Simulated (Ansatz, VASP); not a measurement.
# Sn7Ge17 (generalised stacking fault on (111) (glide set) of a Ge-Sn solid solution) in two plane-wave programs

Wanted: the spread between two codes on one cell, functional and k mesh. The cell is taken from a series of runs on this material, whose earlier steps may have relaxed, scaled, displaced or heated it; both programs get it as it stands.

Method: plane waves, with VASP 6.6.1 beside it; single point at PBE, in Ansatz 0.2.0.

## Step 1: Starting point

The cell holds 48 atoms: 34 Ge and 14 Sn. Cell: a = 8.334 Å, b = 7.218 Å, c = 20.806 Å, α = 90.0°, β = 80.4°, γ = 90.0°. As first built, before any earlier steps moved the atoms (in the runner's words): diamond-structure Ge (a = 5.8932 A), cell with z along [111], 2 x 1 x 2 periods; the third cell vector is tilted by 0.833 of 1/2[1-10] and lengthened by 0.1 A, so the cell holds one fault (glide set); displaced by a Gaussian of 0.01 A; 14 of 48 Ge sites given to Sn at random (lattice constant by Vegard's rule between Ge and Sn) Then every atom was moved at random, 0.05 A r.m.s. a Cartesian component (hydrogen 0.6 of that). The structure's axis is c.

## Step 2: VASP: single point, PBE, pair 1

A single point gives forces, pressure and levels at one fixed geometry, so differences don't come from the geometry; what else differs is listed under the comparison.

Lines of VASP's logs that name or quote its potential files are left out, and so is its time.

Input file INCAR:

```
SYSTEM = Sn7Ge17
PREC = Accurate
ENCUT = 500
EDIFF = 1E-06
NELM = 120
ISMEAR = -1
SIGMA = 0.05
LREAL = Auto
ALGO = Normal
GGA = PE
NBANDS = 392
LORBIT = 11
LWAVE = .FALSE.
LCHARG = .FALSE.
ISIF = 2
LASPH = .TRUE.
GGA_COMPAT = .FALSE.
NCORE = 2
```

Input file POSCAR:

```
Sn7Ge17
1.0
    8.3342400000      0.0000000000      0.0000000000
    0.0000000000      7.2176700000      0.0000000000
    3.4726300000      0.0000000000     20.5146400000
Ge Sn
34 14
Direct
    0.7338100000      0.4992800000      0.0240500000
    0.6321100000      0.8259100000      0.3080300000
    0.2012400000      0.5011700000      0.1456200000
    0.1684600000      0.8276400000      0.1822000000
    0.1249600000      0.8519800000      0.3125900000
    0.4912200000      0.0057400000      0.0181700000
    0.4270400000      0.9896200000      0.1490300000
    0.3812000000      0.3247200000      0.3093800000
    0.5952700000      0.1747200000      0.3534100000
    0.5495100000      0.1708800000      0.4750000000
    0.5301900000      0.4950900000      0.5190500000
    0.4852100000      0.5030900000      0.6450100000
    0.4609800000      0.8475200000      0.6877800000
    0.4037300000      0.8157300000      0.8113700000
    0.9922600000      0.0036500000      0.0222100000
    0.9227400000      0.3344700000      0.1857700000
    0.8788600000      0.3389900000      0.3102200000
    0.8533900000      0.6595400000      0.3535600000
    0.8022700000      0.6672700000      0.4752300000
    0.0517700000      0.1549500000      0.4755400000
    0.0387600000      0.5012500000      0.5141100000
    0.9784100000      0.5004300000      0.6402800000
    0.9652900000      0.8293900000      0.6845800000
    0.9066500000      0.8374600000      0.8105300000
    0.2843600000      0.9933400000      0.5174900000
    0.2357900000      0.0052500000      0.6415600000
    0.2154000000      0.3405900000      0.6879000000
    0.1619100000      0.3419100000      0.8086000000
    0.1449800000      0.6699800000      0.8475600000
    0.0854000000      0.6799400000      0.9751500000
    0.6659100000      0.3326700000      0.8047000000
    0.5891100000      0.6674000000      0.9750900000
    0.8873500000      0.1782600000      0.8537700000
    0.8434100000      0.1705400000      0.9705700000
    0.6885500000      0.5061200000      0.1452200000
    0.6823600000      0.8327100000      0.1901100000
    0.2269300000      0.5037800000      0.0210700000
    0.4229100000      0.3299200000      0.1875800000
    0.3361600000      0.6637700000      0.3520800000
    0.3026700000      0.6668100000      0.4756400000
    0.9432700000      0.9898300000      0.1439400000
    0.1027600000      0.1611000000      0.3488800000
    0.4010500000      0.1638400000      0.8473100000
    0.3367200000      0.1628100000      0.9729400000
    0.7871900000      0.9979600000      0.5182800000
    0.7357600000      0.9887100000      0.6437800000
    0.7160200000      0.3376500000      0.6830000000
    0.6439000000      0.6646200000      0.8449200000
```

Input file KPOINTS:

```
Automatic mesh
0
Gamma
1 1 1
0 0 0
```

PAW data sets: Ge_d and Sn_d (PBE family, release 64).

On the command line:

```
$ mpirun -np 8 vasp_gam
```

Numbers of over 12 decimals in the logs are rounded to 6 here.

The program printed:

```text
[banner, memory and clock lines left out]
running    8 mpi-ranks, on    1 nodes
[...]
LDA part: xc-table for (Slater+PW92), standard interpolation
 POSCAR, INCAR and KPOINTS ok, starting setup
[...]
entering main loop
       N       E                     dE             d eps       ncg     rms          rms(c)
DAV:   1     0.136819478656E+05    0.13682E+05   -0.27711E+05   864   0.474E+03
DAV:   2     0.364794492551E+04   -0.10034E+05   -0.95441E+04   784   0.121E+03
DAV:   3     0.493847225715E+03   -0.31541E+04   -0.30407E+04   784   0.360E+02
DAV:   4    -0.116623306646E+03   -0.61047E+03   -0.56723E+03   864   0.154E+02
[...]
DAV:  18    -0.177695588532E+03   -0.67899E-04   -0.66168E-04   904   0.837E-02    0.132E-02
DAV:  19    -0.177695595099E+03   -0.65667E-05   -0.71415E-05   880   0.498E-02    0.109E-02
DAV:  20    -0.177695594887E+03    0.21205E-06   -0.83036E-06   808   0.579E-02
   1 F= -.17769559E+03 E0= -.17757590E+03  d E =-.239390E+00
```

Parts of OUTCAR (step 2):

```text
  Total      139.9328552     36.0867542     58.3239911    -30.9198753    -26.1134222     21.8034045
  in kB      181.6784238     46.8523608     75.7235372    -40.1440691    -33.9037275     28.3079206
  external PRESSURE =     101.4181073 kB  Pullay stress =       0.0000000 kB

 POSITION                                       TOTAL-FORCE (eV/Angst)
 -----------------------------------------------------------------------------------
      6.19927      3.60364      0.49338         4.243996     -3.318347      0.774483
      6.33783      5.96115      6.31912        -0.096614      0.835382      2.435368
      2.18287      3.61728      2.98734        -1.711544      0.650898      0.077204
      2.03670      5.97363      3.73777         1.329460     -1.058479      1.549083
      2.12696      6.14931      6.41267        -1.779022     -2.599998     -2.203264
      4.15704      0.04143      0.37275         9.183395     -7.024011      6.031788
      4.07658      7.14275      3.05730         0.443840     -0.211565     -1.367382
      4.25137      2.34372      6.34682        -0.145804      0.373212      0.688018
      6.18839      1.26107      7.25008         1.201839     -0.948452      0.053709
      6.22925      1.23336      9.74445        -0.450836      0.106402     -0.205956
      6.22120      3.57340     10.64812         1.092967     -0.282525      0.719860
      6.28374      3.63114     13.23215        -1.507994      1.009076     -0.761593
      6.23032      6.11712     14.10956        -1.044073     -1.149814      0.500452
      6.18237      5.88767     16.64496        -0.663894      0.745377     -1.232073
[...]
-----------------------------------------------------------------------------------
    total drift:                                0.011077      0.002583     -0.014476

  FREE ENERGIE OF THE ION-ELECTRON SYSTEM (eV)
  ---------------------------------------------------
  free  energy   TOTEN  =      -177.6955948871 eV

  energy  without entropy=     -177.4562048166  energy(sigma->0) =     -177.57589985

[... 3 further parts left out ...]
[key lines of the parts left out:]
E-fermi :   5.3975
```

The gap is under twice the smearing width, so the edge states are partly filled and the run can't tell a small gap from a semimetal.

## Step 3: Ansatz: single point, PBE, pair 1

Ansatz runs on its default PAW (the set named soft_2) files.

The same cell, functional, mesh and smearing now go to Ansatz, which takes its cutoff from its data sets.

Input file input.yaml:

```yaml
crystal:
  lattice:
    - [8.33424, 0.0, 0.0]
    - [0.0, 7.21767, 0.0]
    - [3.47263, 0.0, 20.51464]
  atoms:
    - { symbol: Ge, position: [0.73381, 0.49928, 0.02405] }
    - { symbol: Sn, position: [0.68855, 0.50612, 0.14522] }
    - { symbol: Sn, position: [0.68236, 0.83271, 0.19011] }
    - { symbol: Ge, position: [0.63211, 0.82591, 0.30803] }
    - { symbol: Sn, position: [0.22693, 0.50378, 0.02107] }
    - { symbol: Ge, position: [0.20124, 0.50117, 0.14562] }
    - { symbol: Ge, position: [0.16846, 0.82764, 0.1822] }
    - { symbol: Ge, position: [0.12496, 0.85198, 0.31259] }
    - { symbol: Ge, position: [0.49122, 0.00574, 0.01817] }
    - { symbol: Ge, position: [0.42704, 0.98962, 0.14903] }
    - { symbol: Sn, position: [0.42291, 0.32992, 0.18758] }
    - { symbol: Ge, position: [0.3812, 0.32472, 0.30938] }
    - { symbol: Sn, position: [0.33616, 0.66377, 0.35208] }
    - { symbol: Sn, position: [0.30267, 0.66681, 0.47564] }
    - { symbol: Ge, position: [0.59527, 0.17472, 0.35341] }
    - { symbol: Ge, position: [0.54951, 0.17088, 0.475] }
    - { symbol: Ge, position: [0.53019, 0.49509, 0.51905] }
    - { symbol: Ge, position: [0.48521, 0.50309, 0.64501] }
    - { symbol: Ge, position: [0.46098, 0.84752, 0.68778] }
    - { symbol: Ge, position: [0.40373, 0.81573, 0.81137] }
    - { symbol: Ge, position: [0.99226, 0.00365, 0.02221] }
    - { symbol: Sn, position: [0.94327, 0.98983, 0.14394] }
    - { symbol: Ge, position: [0.92274, 0.33447, 0.18577] }
    - { symbol: Ge, position: [0.87886, 0.33899, 0.31022] }
    - { symbol: Ge, position: [0.85339, 0.65954, 0.35356] }
    - { symbol: Ge, position: [0.80227, 0.66727, 0.47523] }
    - { symbol: Sn, position: [0.10276, 0.1611, 0.34888] }
    - { symbol: Ge, position: [0.05177, 0.15495, 0.47554] }
    - { symbol: Ge, position: [0.03876, 0.50125, 0.51411] }
    - { symbol: Ge, position: [0.97841, 0.50043, 0.64028] }
    - { symbol: Ge, position: [0.96529, 0.82939, 0.68458] }
    - { symbol: Ge, position: [0.90665, 0.83746, 0.81053] }
    - { symbol: Ge, position: [0.28436, 0.99334, 0.51749] }
    - { symbol: Ge, position: [0.23579, 0.00525, 0.64156] }
    - { symbol: Ge, position: [0.2154, 0.34059, 0.6879] }
    - { symbol: Ge, position: [0.16191, 0.34191, 0.8086] }
    - { symbol: Ge, position: [0.14498, 0.66998, 0.84756] }
    - { symbol: Ge, position: [0.0854, 0.67994, 0.97515] }
    - { symbol: Sn, position: [0.40105, 0.16384, 0.84731] }
    - { symbol: Sn, position: [0.33672, 0.16281, 0.97294] }
    - { symbol: Sn, position: [0.78719, 0.99796, 0.51828] }
    - { symbol: Sn, position: [0.73576, 0.98871, 0.64378] }
    - { symbol: Sn, position: [0.71602, 0.33765, 0.683] }
    - { symbol: Ge, position: [0.66591, 0.33267, 0.8047] }
    - { symbol: Sn, position: [0.6439, 0.66462, 0.84492] }
    - { symbol: Ge, position: [0.58911, 0.6674, 0.97509] }
    - { symbol: Ge, position: [0.88735, 0.17826, 0.85377] }
    - { symbol: Ge, position: [0.84341, 0.17054, 0.97057] }
kpoints:
  mp_grid: { grid: [1, 1, 1] }
hamiltonian:
  xc: pbe
scf:
  occupations: { method: fermi_dirac, width: 0.05 }
output:
  forces: true
  eigenvalues: true
  populations: true
  stress: true
```

On the command line:

```
$ ansatz run input.yaml --threads 4 --pin off --max-ram 8192MiB --backend cpu --events-out ev --progress --plain --runs-dir out
```

The program printed:

```text
Engine: ansatz 0.2.0, aarch64-unknown-linux-gnu
Pseudopotentials: kind: paw
Pseudopotential: Ge, paw, valence charge 14, recommended cutoff 420 eV (normal), Ge.paw.azcp
Pseudopotential: Sn, paw, valence charge 14, recommended cutoff 420 eV (normal), Sn.paw.azcp
Functional definition: PBE
  parameter kappa = 0.804
  parameter beta = 0.066725
  exchange = pbe_x(kappa = kappa, mu = beta*pi^2/3)
  correlation = pbe_c(beta = beta)
Crystal: 48 atoms, lattice volume = 1234.033 Å³
Basis set: ecut = 420 eV, 24135 PW (Γ), exchange–correlation on 120×100×288 points (8 copies of the dense FFT grid, shifted against one another)
Bands: 404, of which v1, the nominal top of the filled ones, is band 336 counted from 1 (335 counted from 0)
Symmetry: 1 space group operations
Space group: P1 (ITA 1), of the structure as read, at distance tolerance 1.1e-4 Å
k-points: 1
Non-local potential: Ge, projectors of the file, l = 0: 2, l = 1: 2, l = 2: 3, l = 3: 1
Non-local potential: Sn, projectors of the file, l = 0: 2, l = 1: 2, l = 2: 2, l = 3: 2
PAW form: soft (Blöchl's): semilocal exchange-correlation on the pseudo side does not see the compensation charge
PAW one-centre angular grid: Ge, 590 points (default); XC on 64 Gauss nodes
PAW one-centre angular grid: Sn, 590 points (default); XC on 64 Gauss nodes
Initial density: superposition of atomic densities (neutral atoms: chi_scale 0, normalization atom), corrected by the library's trained network
Initial wavefunctions: pseudopotential atomic-orbital guess
Functional: x = pbe(κ = 0.804, μ = 0.219515), c = pbe(β = 0.066725)
SCF iter   1: F=—  HF=-230338.742898 eV  |F-HF|=—  |Δ(HF+E_count)|=         —  Δρ=5.79e-3  dr2=1.42e0  ethr=1.77e-3  ⟨swp⟩=6.0  Hψ=1460  notcnv=0  defer=15
preconditioner: auto → LDOS  [metal: Δε(μ)=0.054 eV  Ē_g=21.397 eV  σ=0.050 eV  W_gap=0.26  n_scr=314 (ndim 8)  ℏωp=27.4 eV  f_vac=0.071  D(μ)=29.25/eV (n_scr^D=194)  β→1.0]
SCF iter   2: F=—  HF=-230338.680767 eV  |F-HF|=—  |Δ(HF+E_count)|=   6.21e-2  Δρ=2.82e-3  dr2=1.95e-1  ethr=2.12e-4  ⟨swp⟩=2.0  Hψ=654  notcnv=0  defer=45
SCF iter   3: F=—  HF=-230338.651948 eV  |F-HF|=—  |Δ(HF+E_count)|=   2.88e-2  Δρ=1.21e-3  dr2=4.02e-2  ethr=2.90e-5  ⟨swp⟩=4.0  Hψ=720  notcnv=0  defer=45
SCF iter   4: F=—  HF=-230338.641158 eV  |F-HF|=—  |Δ(HF+E_count)|=   1.08e-2  Δρ=2.76e-4  dr2=3.00e-3  ethr=5.97e-6  ⟨swp⟩=2.0  Hψ=666  notcnv=0  defer=45
SCF iter   5: F=—  HF=-230338.641404 eV  |F-HF|=—  |Δ(HF+E_count)|=   2.46e-4  Δρ=1.38e-4  dr2=9.08e-4  ethr=4.46e-7  ⟨swp⟩=2.0  Hψ=679  notcnv=0  defer=45
SCF iter   6: F=—  HF=-230338.641294 eV  |F-HF|=—  |Δ(HF+E_count)|=   1.09e-4  Δρ=3.84e-5  dr2=9.03e-5  ethr=1.35e-7  ⟨swp⟩=2.0  Hψ=660  notcnv=0  defer=45
SCF iter   7: F=—  HF=-230338.641407 eV  |F-HF|=—  |Δ(HF+E_count)|=   1.12e-4  Δρ=1.82e-5  dr2=1.29e-5  ethr=1.34e-8  ⟨swp⟩=2.0  Hψ=733  notcnv=0  defer=45
SCF iter   8: F=—  HF=-230338.641406 eV  |F-HF|=—  |Δ(HF+E_count)|=   7.14e-7  Δρ=7.70e-6  dr2=2.41e-6  ethr=1.91e-9  ⟨swp⟩=2.0  Hψ=671  notcnv=0  defer=45
SCF iter   9: F=—  HF=-230338.641406 eV  |F-HF|=—  |Δ(HF+E_count)|=   1.01e-7  Δρ=3.43e-6  dr2=5.14e-7  ethr=3.58e-10  ⟨swp⟩=2.0  Hψ=525  notcnv=0  defer=45
SCF iter  10: F=—  HF=-230338.641406 eV  |F-HF|=—  |Δ(HF+E_count)|=   6.84e-8  Δρ=1.69e-6  dr2=1.11e-7  ethr=7.64e-11  ⟨swp⟩=2.0  Hψ=572  notcnv=0  defer=45
SCF iter  11: F=-230338.641406 eV  HF=-230338.641406 eV  |F-HF|=2.11e-8  |Δ(HF+E_count)|=   1.76e-8  Δρ=8.15e-7  dr2=2.71e-8  ethr=1.49e-11  ⟨swp⟩=13.0  Hψ=2111  notcnv=0
SCF 1 converged in 11 iterations: F = -230338.641406 eV  dr2 = 2.71e-8
  greatest PAW one-centre occupation: 0.999 electrons in one spin orbital (limit 2), on the Ge atom at site 8 (counted from 0), in its partial waves of l = 2
SCF converged after 11 iterations
Free energy (F): -230338.641406 eV
Harris-Foulkes:  -230338.641406 eV  (|F-HF|=2.11e-8)
Internal energy: -230338.402278 eV  (E = F + TS)
E sigma→0 (E₀):  -230338.521842 eV
Entropy (-TS):   -0.239128 eV (-4.982 meV/atom)
Fermi energy:    8.478178 eV
--- Per-component energies (eV) ---
  E_band       = -6765.634293
  E_kinetic    = 6461.449233
  E_local      = -101356.698841  (includes V_loc(G=0)·N_el)
  E_nonlocal   = 13769.245230
  E_hartree    = 46764.728683
  E_xc         = -7932.102583
  E_vxc        = -3552.027330  (∫ρ·V_xc dr)
  E_paw        = -126589.437703  (= ΣΔE_a)
  E_vpaw       = -15617.075082  (= ΣTr[D̂ρ^β])
  E_aug_tail   = 0.010689  (compensation charges beyond the density's cutoff)
  E_ewald      = -61455.596986
  E_smearing   = -0.239128  (= −TS)
  E_closure    = 0.000000  (closes the sum)
  Σ components = -230338.641406   (vs F -230338.641406, Δ=0.00e0)
--- Forces (eV/Å), atoms counted from 1 ---
  atom   1  Ge     4.25090794    -3.32454378     0.76776811
  atom   2  Sn     1.35064590    -1.15566001    -0.87855647
  atom   3  Sn    -3.12226783     0.80192438     0.32117099
  atom   4  Ge    -0.09593241     0.83412134     2.44028874
  atom   5  Sn     7.33463434    -5.67407460     4.47922517
  atom   6  Ge    -1.71491300     0.64898944     0.07900418
  atom   7  Ge     1.33347478    -1.05913434     1.55331781
  atom   8  Ge    -1.78187711    -2.60547857    -2.21055448
  atom   9  Ge     9.01098943    -6.88239298     5.91703432
  atom  10  Ge     0.44410847    -0.21331713    -1.36959778
  atom  11  Sn    -0.87009908    -1.38271057     0.26771178
  atom  12  Ge    -0.14707076     0.37269258     0.68779425
  atom  13  Sn     1.39830462    -0.50431758    -1.87586708
  atom  14  Sn     0.63185748    -0.04531167     1.45680722
  atom  15  Ge     1.20410977    -0.94852648     0.05650158
  atom  16  Ge    -0.45160611     0.10558545    -0.20810006
  atom  17  Ge     1.09524326    -0.28260620     0.72155874
  atom  18  Ge    -1.51038475     1.00818382    -0.76295185
  atom  19  Ge    -1.04409509    -1.14941227     0.50331659
  atom  20  Ge    -0.66726826     0.74451309    -1.23769668
  atom  21  Ge     3.35957042    -2.57061901     0.42052017
  atom  22  Sn     1.36416336     2.28673007    -0.90197868
  atom  23  Ge     1.14586144     0.05470255     0.77865763
  atom  24  Ge    -1.50121259     0.45759410    -0.73829623
[...]
atom  41  Sn    -1.05751836     0.00858137    -1.29537908
  atom  42  Sn    -0.23493194    -0.47919611     0.80454033
  atom  43  Sn     0.05440951     0.35995440     0.19923702
  atom  44  Ge     1.00616374    -0.44515667     0.74992632
  atom  45  Sn     0.18154054    -0.44114497     1.13635690
  atom  46  Ge    -4.18701829     3.46147365    -2.12645968
  atom  47  Ge     0.47395569    -0.29011678    -0.87038149
  atom  48  Ge    -3.93444658     2.57035307    -1.16604410
  max |Σ_I F_I| component: 7.87e-6 eV/Å
--- Stress (GPa, compression-positive) ---
       18.201676      -3.968162       2.798112
       -3.968162       4.735530      -3.364008
        2.798112      -3.364008       7.661998
  P = ⅓ Tr σ = 10.1997 GPa (101.997 kbar)
--- Band table (eV) ---
  k-point 0: bands = [... 332 lower, 8.1392, 8.2613, 8.3722, 8.4604, 8.5201, 8.5498, 8.6505, 8.7330, ... 64 higher]
--- Löwdin populations: 48 sites ---
  site symbol       q [e]
     0     Ge     14.0546
     1     Sn     13.8153
     2     Sn     13.7974
     3     Ge     14.1480
     4     Sn     13.7178
     5     Ge     14.1130
     6     Ge     14.0223
     7     Ge     14.1702
     8     Ge     14.1158
     9     Ge     14.1135
    10     Sn     13.7252
    11     Ge     14.2005
    12     Sn     13.7453
    13     Sn     13.7328
    14     Ge     13.9688
    15     Ge     14.0618
    16     Ge     14.0723
    17     Ge     14.0625
    18     Ge     14.0532
    19     Ge     14.1213
    20     Ge     14.0847
    21     Sn     13.7380
    22     Ge     14.1271
    23     Ge     14.0838
[...]
40     Sn     13.7382
    41     Sn     13.8222
    42     Sn     13.7176
    43     Ge     14.1910
    44     Sn     13.6675
    45     Ge     14.0718
    46     Ge     13.9956
    47     Ge     13.9638
  spilling = 0.001855 (of n_electrons = 672.000000)
```

The run ends at a pressure of 10.20 GPa, with forces up to 13 eV/Å.

## Step 4: Side by side

Known differences besides the potentials themselves: the cutoff is 420 eV in Ansatz and 500 eV in VASP (PREC = Accurate, projectors in real space). Total energies have different zeros and are not compared.

The two programs side by side:

```csv
quantity,Ansatz,VASP,difference
pressure (GPa),10.20,10.14,+0.06
```

Forces on 7 of the 48 atoms, those with the largest forces and the largest differences (eV/Å; atoms numbered as in POSCAR):

```csv
atom,"Ansatz x, y, z","VASP x, y, z"
Ge1,"4.251, -3.325, 0.768","4.244, -3.318, 0.774"
Ge6,"9.011, -6.882, 5.917","9.183, -7.024, 6.032"
Ge30,"-7.599, 6.818, -5.299","-7.719, 6.938, -5.389"
Ge32,"-4.187, 3.461, -2.126","-4.180, 3.459, -2.126"
Ge34,"-3.934, 2.570, -1.166","-3.924, 2.561, -1.166"
Sn37,"7.335, -5.674, 4.479","7.459, -5.798, 4.568"
Sn44,"-8.287, 5.461, -3.099","-8.458, 5.606, -3.216"
```

The forces differ by 38 meV/Å r.m.s., which is 1.6 % of the r.m.s. force of 2.303 eV/Å (both taken over all components).

[end of part 1 of 2]

[Lines on the potential files, build, host, timing and source positions are cut from VASP's logs without a mark.]

[Logs are printed without paths, hosts, clocks, repeated set-up lines and the standing remarks that a program may print on its own settings, such as how far it seeks lower states.]

[Hosts, paths, dates, database ids (printed as entryN), source tags and the programs' standing remarks are cut or masked in the printed files.]
